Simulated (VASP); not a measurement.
Here is the system:

```
CELL_PARAMETERS angstrom
      3.51551     0.00000     0.00000
     -1.75775     3.04452     0.00000
      0.00000     0.00000    11.31118
ATOMIC_POSITIONS crystal
  Ho 0.00000 0.00000 0.00000
  Ho 0.00000 0.00000 0.50000
  Ho 0.33333 0.66667 0.25000
  Ho 0.66667 0.33333 0.75000
```
Starting moments (μB, in the order of the record's atoms Ho Ho Ho Ho): 4.0 4.0 4.0 4.0.

All values below come from PBE GGA, VASP's PBE PAW potentials (set 64) (plane waves; VASP). Run with 300 eV cut-off, 7×7×2 Γ-centred mesh, Fermi-Dirac smearing of 0.10 eV, potentials Ho.

Problem. Give the spin-up energies of bands 43 to 56 at the high-symmetry points, in eV from the Fermi level.

Solution. 
| band | Γ | M | K | A | L | H |
|---|---|---|---|---|---|---|
| 43 | -2.35 | -2.19 | -2.08 | -2.34 | -2.12 | -2.08 |
| 44 | -2.33 | -2.11 | -2.08 | -2.34 | -2.12 | -2.08 |
| 45 | -2.33 | -2.08 | -0.52 | -2.34 | -1.85 | -0.55 |
| 46 | -2.32 | -1.96 | -0.48 | -2.34 | -1.85 | -0.55 |
| 47 | -2.24 | -1.38 | -0.48 | -2.23 | -1.56 | -0.42 |
| 48 | -2.12 | -1.21 | -0.42 | -2.23 | -1.56 | -0.42 |
| 49 | 1.10 | -0.43 | -0.42 | 0.90 | -0.57 | -0.36 |
| 50 | 1.15 | -0.35 | -0.30 | 0.90 | -0.57 | -0.36 |
| 51 | 1.19 | -0.09 | -0.20 | 1.93 | 0.57 | -0.21 |
| 52 | 2.07 | 0.72 | -0.20 | 1.93 | 0.57 | -0.21 |
| 53 | 2.07 | 1.08 | 0.76 | 2.21 | 1.69 | 0.99 |
| 54 | 2.12 | 1.86 | 0.93 | 2.21 | 1.69 | 0.99 |
| 55 | 2.12 | 1.99 | 0.93 | 2.21 | 2.14 | 1.08 |
| 56 | 2.39 | 2.38 | 1.44 | 2.21 | 2.14 | 1.08 |

Problem. Give the spin-down energies of bands 43 to 56 at the high-symmetry points, in eV from the Fermi level.

Solution. 
```csv
band,Γ,M,K,A,L,H
43,0.65,0.43,0.47,0.67,0.56,0.43
44,0.65,0.57,0.47,0.67,0.56,0.43
45,0.70,0.62,0.56,0.67,0.64,0.58
46,0.70,0.63,0.59,0.67,0.64,0.58
47,1.06,0.65,0.61,1.06,0.66,0.58
48,1.06,0.66,0.61,1.06,0.66,0.58
49,1.60,0.84,0.74,1.43,0.86,0.78
50,1.62,0.86,0.78,1.43,0.86,0.78
51,1.80,0.88,0.85,2.45,1.15,0.84
52,2.49,1.34,0.85,2.45,1.15,0.84
53,2.49,1.55,1.38,2.64,2.15,1.53
54,2.55,2.35,1.46,2.64,2.15,1.53
55,2.55,2.40,1.46,2.64,2.64,1.61
56,2.87,2.80,1.88,2.66,2.64,1.61
```

It has no gap at this level: it comes out as a metal or semimetal.

The structure was generated: Ho was put into an ordered model structure, which need not be its known phase. The cell was not relaxed at this level.
